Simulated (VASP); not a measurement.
Input for VASP

INCAR:
```
SIGMA  =  0.05
ENCUT  =  480   ! plane-wave cut-off (eV)
SYSTEM  =  CsCl
NELM  =  100
EDIFFG  =  -0.01
GGA  =  PE   ! PBE
LWAVE  =  F
LASPH  =  T   ! aspherical one-centre terms
ISIF  =  3   ! ions, shape and volume
IBRION  =  2   ! conjugate gradients
NSW  =  40   ! most ionic steps
LCHARG  =  F
ISMEAR  =  0   ! Gaussian
PREC  =  Accurate
LMAXMIX  =  4   ! l cut-off of mixed one-centre charges
ALGO  =  Normal   ! blocked Davidson
EDIFF  =  1E-7   ! SCF stop (eV)
LREAL  =  F   ! projection in real space or not
PSTRESS  =  200   ! kbar
```

### KPOINTS
```
kpoints
0
gamma
 6 6 6
```

File POSCAR:
```
CsCl
1
    4.2090081579    -0.0000000000     0.0000000000
    0.0000000000     4.2090081579     0.0000000000
   -0.0000000000     0.0000000000     4.2090081579
Cs Cl
1 1
Direct
  0.0000000000   0.0000000000   0.0000000000
  0.5000000000   0.5000000000   0.5000000000
```

POTCAR, in this order: Cs_sv Cl (PBE.64 set). Program: vasp_std.

Task: Write an equivalent input for Ansatz.

Result: One equivalent input (not run):
Ansatz 0.2 input:
```yaml
crystal:
  lattice:
    - [4.2090082, 0.0000000, 0.0000000]
    - [0.0000000, 4.2090082, 0.0000000]
    - [0.0000000, 0.0000000, 4.2090082]
  atoms:
    - { symbol: Cs, position: [0.0000000, 0.0000000, 0.0000000] }
    - { symbol: Cl, position: [0.5000000, 0.5000000, 0.5000000] }
kpoints:
  mp_grid: { grid: [6, 6, 6] }
hamiltonian:
  xc: pbe
  pseudopotentials: { kind: paw }
scf:
  occupations: { method: gaussian, width: 0.05 }
  max_iter: 100
relax:
  max_steps: 40
  f_tol: 0.01
  cell: { p_target: 20 }
output: { forces: true, stress: true, eigenvalues: true }
```
Limits of the translation: each code has its own PAW files, so the cut-off isn't converted (ENCUT is set for VASP's; basis.ecutwfc is left out, and Ansatz then takes the one that its files recommend); Ansatz stops its SCF on the density residual and VASP on the energy change (EDIFF).

The compound is CsCl in the CsCl type structure. This run relaxes it under an external pressure of 20 GPa. Symmetry was kept, so distortions that lower it aren't found.
